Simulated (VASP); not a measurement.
## Sn2HBr3: single point with PBE

The system is Sn2HBr3.

```
CELL_PARAMETERS angstrom
8.29399 0.00000 0.00000
-2.07350 3.59140 0.00000
0.00000 0.00000 12.76644
ATOMIC_POSITIONS crystal
Sn 0.16667 0.66667 0.43726
Sn 0.66667 0.66667 0.43726
Sn 0.16667 0.66667 0.01209
Sn 0.66667 0.66667 0.01209
H 0.33333 0.33333 0.05547
H 0.83333 0.33333 0.05547
Br 0.33333 0.33333 0.57678
Br 0.83333 0.33333 0.57678
Br 0.00000 0.00000 0.29411
Br 0.50000 0.00000 0.29411
Br 0.00000 0.00000 0.87420
Br 0.50000 0.00000 0.87420
```

The cell was built by a generator and needn't be a form met in nature.

```yaml
Program: VASP 6.6.1
Task: single point
Functional: PBE
Potentials_or_basis: VASP PAW PBE potentials, release 64 (Sn_d, H, Br)
Cutoff: 520 eV
k_mesh: 6 × 6 × 2
Occupations: gaussian, width 0.15 eV
Spin: no spin polarisation
Further_INCAR_settings: PREC = Normal; LREAL = Auto; ALGO = Fast; EDIFF = 1e-05
```

- Pressure: -0.1 GPa
- Largest force: 0.072 eV/Å
- Band gap on the k mesh: 0.41 eV

Forces on the atoms (eV/Å):
```
Sn   0.000  0.000  0.003
Sn   0.000  0.000  0.003
Sn   0.003  0.002  0.062
Sn   0.003  0.002  0.062
H   -0.002 -0.001 -0.012
H   -0.002 -0.001 -0.012
Br   0.000  0.000  0.042
Br   0.000  0.000  0.042
Br   0.000  0.000 -0.023
Br   0.000  0.000 -0.023
Br   0.000  0.000 -0.072
Br   0.000  0.000 -0.072
```

Stress tensor (GPa, compression positive):
```
-0.11  0.00  0.00
 0.00 -0.11  0.00
 0.00  0.00 -0.02
```

Levels at points of the mesh, in eV from the valence-band top:
| k point | band 46 | band 47 | band 48 | band 49 | band 50 | band 51 | band 52 | band 53 | band 54 | band 55 |
| --- | --- | --- | --- | --- | --- | --- | --- | --- | --- | --- |
| (0.00, 0.00, 0.00) | -2.88 | -2.64 | -2.21 | -2.20 | -0.13 | 0.48 | 0.80 | 1.80 | 1.85 | 1.90 |
| (0.50, 0.00, 0.00) | -2.88 | -2.18 | -2.18 | -1.22 | -1.22 | 0.86 | 0.86 | 1.66 | 1.66 | 1.94 |
| (0.00, 0.50, 0.00) | -3.37 | -2.64 | -2.64 | -2.20 | -2.20 | 0.80 | 0.80 | 1.80 | 1.80 | 2.04 |
| (0.50, 0.50, 0.00) | -2.97 | -2.25 | -2.25 | -2.11 | -2.11 | 1.07 | 1.07 | 1.52 | 1.52 | 1.65 |
| (0.00, 0.00, 0.50) | -2.88 | -2.73 | -2.47 | -2.13 | 0.00 | 0.41 | 0.72 | 1.81 | 1.85 | 1.89 |
| (0.50, 0.00, 0.50) | -2.86 | -2.16 | -2.16 | -1.24 | -1.24 | 0.85 | 0.85 | 1.67 | 1.68 | 1.94 |
| (0.00, 0.50, 0.50) | -3.31 | -2.73 | -2.73 | -2.13 | -2.13 | 0.72 | 0.72 | 1.80 | 1.81 | 2.00 |
| (0.50, 0.50, 0.50) | -3.00 | -2.29 | -2.29 | -2.07 | -2.07 | 1.11 | 1.11 | 1.43 | 1.43 | 1.73 |

Run time: 5.2 min on 2 MPI ranks on AMD EPYC 7R13 Processor (Zen 3), with other jobs on the host, peak memory 0.52 GiB a rank.

Caveat: spin-orbit coupling is left out, which moves the levels of the heavy elements; this functional lacks dispersion, which binds the layers, so the pressure and a relaxed spacing across them are unreliable. A k mesh can miss the band edges.
